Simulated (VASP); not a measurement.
These are PBEsol GGA, VASP's PBE PAW potentials (set 64) (plane waves; VASP) values and carry that method's errors.

A VASP calculation is set up with these files.

### INCAR
```
GGA=PS
LMAXMIX=4
NELM=100   # most electronic steps
ALGO=Normal   # blocked Davidson
PREC=Accurate
ISMEAR=1
LREAL=.FALSE.   # projection in real space or not
LCHARG=.FALSE.
EDIFF=1E-7   # SCF stop (eV)
SIGMA=0.1   # width (eV)
ENCUT=600   # plane-wave cut-off (eV)
SYSTEM=TiB2
LASPH=.TRUE.   # aspherical one-centre terms
LWAVE=.FALSE.
ISIF=2
```

### KPOINTS
```
Regular mesh
0
G
  12 12 10
0 0 0
```

**POSCAR**
```
TiB2
1
    1.5090223048    -2.6137033278     0.0000000000
    1.5090223048     2.6137033278     0.0000000000
    0.0000000000     0.0000000000     3.0908817004
Ti B
1 2
Direct
  0.0000000000   0.0000000000   0.0000000000
  0.3333330000   0.6666670000   0.5000000000
  0.6666670000   0.3333330000   0.5000000000
```

POTCAR, in this order: Ti_sv B (PBE.64 set). Program: vasp_std.

The run wrote:

### OUTCAR
```
 ion  position               nearest neighbor table
   1  0.000  0.000  0.000-   2 2.33   3 2.33   2 2.33   3 2.33   3 2.33   3 2.33   2 2.33   2 2.33
                             3 2.33   3 2.33   2 2.33   2 2.33
   2  0.333  0.667  0.500-   3 1.74   3 1.74   3 1.74   1 2.33   1 2.33   1 2.33   1 2.33   1 2.33
                             1 2.33
   3  0.667  0.333  0.500-   2 1.74   2 1.74   2 1.74   1 2.33   1 2.33   1 2.33   1 2.33   1 2.33
                             1 2.33
  LATTYP: Found a hexagonal cell.
 ALAT       =     3.0180446322
 C/A-ratio  =     1.0241338605
 Subroutine PRICEL returns:
 Original cell was already a primitive cell.
 Subroutine GETGRP returns: Found 24 space group operations
The static configuration has the point symmetry D_6h.
The dynamic configuration has the point symmetry D_6h.
 Subroutine INISYM returns: Found 24 space group operations
 Subroutine IBZKPT returns following result:
 Found    114 irreducible k-points:

 Following reciprocal coordinates:
            Coordinates               Weight
  0.000000  0.000000  0.000000      1.000000
  0.083333  0.000000  0.000000      6.000000
  0.166667  0.000000  0.000000      6.000000
  0.250000  0.000000  0.000000      6.000000
  0.333333  0.000000  0.000000      6.000000
  0.416667  0.000000  0.000000      6.000000
  0.500000  0.000000  0.000000      3.000000
  0.083333  0.083333  0.000000      6.000000
  0.166667  0.083333  0.000000     12.000000
  0.250000  0.083333  0.000000     12.000000
  0.333333  0.083333  0.000000     12.000000
  0.416667  0.083333  0.000000     12.000000
  0.166667  0.166667  0.000000      6.000000
  0.250000  0.166667  0.000000     12.000000
  0.333333  0.166667  0.000000     12.000000
  0.416667  0.166667  0.000000      6.000000
  0.250000  0.250000  0.000000      6.000000
  0.333333  0.250000  0.000000     12.000000
  0.333333  0.333333  0.000000      2.000000
...
```

**OSZICAR**
```
       N       E                     dE             d eps       ncg     rms          rms(c)
DAV:   1     0.138920572539E+03    0.13892E+03   -0.10180E+04  2964   0.177E+03
DAV:   2    -0.200964232425E+02   -0.15902E+03   -0.15509E+03  3029   0.423E+02
DAV:   3    -0.302864221817E+02   -0.10190E+02   -0.99908E+01  4355   0.983E+01
DAV:   4    -0.306648629109E+02   -0.37844E+00   -0.37784E+00  3780   0.174E+01
DAV:   5    -0.306738041000E+02   -0.89412E-02   -0.89395E-02  4360   0.244E+00    0.186E+01
DAV:   6    -0.257081441555E+02    0.49657E+01   -0.23979E+01  3902   0.608E+01    0.428E+00
DAV:   7    -0.257539984159E+02   -0.45854E-01   -0.13752E+00  3200   0.139E+01    0.373E+00
DAV:   8    -0.257662393420E+02   -0.12241E-01   -0.15361E-01  4489   0.346E+00    0.680E-01
DAV:   9    -0.257593681335E+02    0.68712E-02   -0.50898E-02  4043   0.290E+00    0.230E-01
DAV:  10    -0.257590154473E+02    0.35269E-03   -0.43840E-03  3716   0.973E-01    0.102E-01
DAV:  11    -0.257589642635E+02    0.51184E-04   -0.16473E-04  3934   0.169E-01    0.606E-02
DAV:  12    -0.257589456673E+02    0.18596E-04   -0.16093E-04  3815   0.171E-01    0.109E-02
DAV:  13    -0.257589436955E+02    0.19718E-05   -0.12642E-05  3641   0.508E-02    0.189E-03
DAV:  14    -0.257589437520E+02   -0.56531E-07   -0.22052E-07  2972   0.550E-03
   1 F= -.25758944E+02 E0= -.25759065E+02  d E =0.363528E-03
```

**OUTCAR**
```
------------------------ aborting loop because EDIFF is reached ----------------------------------------
  FORCE on cell =-STRESS in cart. coord.  units (eV):
  Direction    XX          YY          ZZ          XY          YZ          ZX
  --------------------------------------------------------------------------------------
  Total        0.5987656      0.5987656      2.3167640      0.0000000      0.0000000      0.0000000
  in kB       39.3462244     39.3462252    152.2397467      0.0000000      0.0000000      0.0000000
  external PRESSURE =      76.9773987 kB  Pullay stress =       0.0000000 kB
  volume of cell :       24.38
      direct lattice vectors                 reciprocal lattice vectors
     1.509022305 -2.613703328  0.000000000     0.331340364 -0.191299447  0.000000000
     1.509022305  2.613703328  0.000000000     0.331340364  0.191299447  0.000000000
     0.000000000  0.000000000  3.090881700     0.000000000  0.000000000  0.323532279
 POSITION                                       TOTAL-FORCE (eV/Angst)
 -----------------------------------------------------------------------------------
      0.00000      0.00000      0.00000         0.000000     -0.000000     -0.000000
      1.50902      0.87124      1.54544        -0.000000     -0.000000     -0.000000
      1.50902     -0.87124      1.54544        -0.000000      0.000000      0.000000
 -----------------------------------------------------------------------------------
    total drift:                                0.000000     -0.000000      0.000000
  FREE ENERGIE OF THE ION-ELECTRON SYSTEM (eV)
  ---------------------------------------------------
  free  energy   TOTEN  =       -25.7589437520 eV

  energy  without entropy=      -25.7593072802  energy(sigma->0) =      -25.75906493
```
(Selected blocks of OUTCAR.)

The compound is TiB2 in the AlB2 type structure. This cell was strained or had an atom moved on purpose.
